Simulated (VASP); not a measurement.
Given:

```yaml
crystal:
  lattice:
    - [1.82439, -3.15994, 0.00000]
    - [1.82439, 3.15994, 0.00000]
    - [0.00000, 0.00000, 6.50607]
  atoms:
    - { symbol: Hf, position: [0.00000, 0.00000, 0.00000] }
    - { symbol: S, position: [0.33333, 0.66667, 0.22159] }
    - { symbol: S, position: [0.66667, 0.33333, 0.77841] }
```

Calculation: PBE GGA, VASP's PBE PAW potentials (set 64) (plane waves; VASP 6.6.1). Run with 520 eV cut-off, 6×6×4 Γ-centred mesh, Gaussian smearing of 0.050 eV, potentials Hf_pv S.

Without a dispersion term in the relaxation, distances and binding between the weakly bound layers, chains or molecules are unreliable, and so is what depends on them. Unless said otherwise, spin-orbit coupling is left out, though it shifts the bands of the heavy elements here.

Task: Predict the energy per atom (σ→0), band gap (on the k-mesh) with the smallest direct gap where there is one.

Result: 
```json
{
  "band gap (on the k-mesh)": "1.25 eV",
  "smallest direct gap (on the k-mesh)": "2.08 eV",
  "energy per atom (σ→0)": "-7.640 eV/atom"
}
```

The compound is HfS2 in the 1T layered structure. It was relaxed first, which changed the volume by +12 %.
